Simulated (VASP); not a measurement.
The system is Al2GaP3.

```
Al Ga P
1.0
    -1.97605    5.93188    2.65910
     3.97834  -11.94605    5.51142
     1.90105    5.94802   -2.74643
Al Ga P
4 2 6
Direct
  0.65502 0.99817 0.67892
  0.68690 0.51504 0.69115
  0.31033 0.98323 0.30333
  0.32207 0.48201 0.32185
  0.00554 0.00846 0.01043
  0.99496 0.48862 0.98863
  0.72987 0.12931 0.53216
  0.74317 0.61545 0.50197
  0.11816 0.14146 0.84323
  0.06298 0.58633 0.77446
  0.39075 0.12635 0.18507
  0.45680 0.65416 0.19148
```

The cell was built by a generator and needn't be a form met in nature.

| Item | Value |
| --- | --- |
| Program | VASP 6.6.1 |
| Task | relaxation of cell and atoms |
| Functional | PBE |
| Potentials or basis | VASP PAW PBE potentials, release 64 (Al, Ga_d, P) |
| Cutoff | 520 eV |
| k mesh | 5 × 5 × 5 |
| Occupations | gaussian, width 0.05 eV |
| Spin | no spin polarisation |

At the start: pressure 1.6 GPa; volume 20.85 Å³/atom.

Question: How do energy, volume and symmetry change on relaxing?

Answer: Over 20 steps the energy falls by 121.8 meV/atom and the volume is 20.87 Å³/atom (+0.1 %); space group Imm2 (No. 44, to 0.05 Å).

The path:
```tsv
step	energy change (eV)	largest force (eV/Å)	pressure (GPa)	volume (Å³)
1	0.0000	3.0940	1.64	250.22
2	-1.1170	0.9574	-2.16	257.93
3	-1.1172	0.9679	-2.11	257.77
4	-1.3457	0.5361	0.47	248.75
5	-1.3462	0.5278	0.33	249.12
6	-1.3935	0.3437	0.10	249.92
7	-1.4061	0.2738	-0.11	250.59
8	-1.4286	0.2023	-0.01	250.43
9	-1.4309	0.2468	-0.01	250.36
10	-1.4472	0.1420	0.05	250.23
11	-1.4502	0.1488	0.07	250.16
12	-1.4504	0.1534	0.06	250.14
13	-1.4575	0.0702	0.00	250.44
14	-1.4585	0.0767	0.03	250.56
15	-1.4586	0.0973	0.00	250.60
16	-1.4602	0.0493	-0.06	250.68
17	-1.4603	0.0532	-0.07	250.70
18	-1.4612	0.0485	0.10	250.22
19	-1.4612	0.0502	0.07	250.22
20	-1.4618	0.0206	0.00	250.46
```

Final structure:
```
Al Ga P
1.0
    -1.94809    5.84217    2.75219
     3.89579  -11.68501    5.50152
     1.94717    5.84286   -2.75152
Al Ga P
4 2 6
Direct
  0.66342 0.99834 0.66927
  0.66648 0.49833 0.66843
  0.33030 0.99863 0.33585
  0.33223 0.49788 0.33433
  0.99568 0.99767 0.00199
  0.99969 0.49831 0.00142
  0.74564 0.12290 0.50271
  0.74776 0.62221 0.50097
  0.08000 0.12313 0.83503
  0.08386 0.62395 0.83500
  0.41432 0.12369 0.16915
  0.41717 0.62355 0.16855
```

Caveat: an odd mesh through Γ misses points on the zone boundary, where band edges often lie.
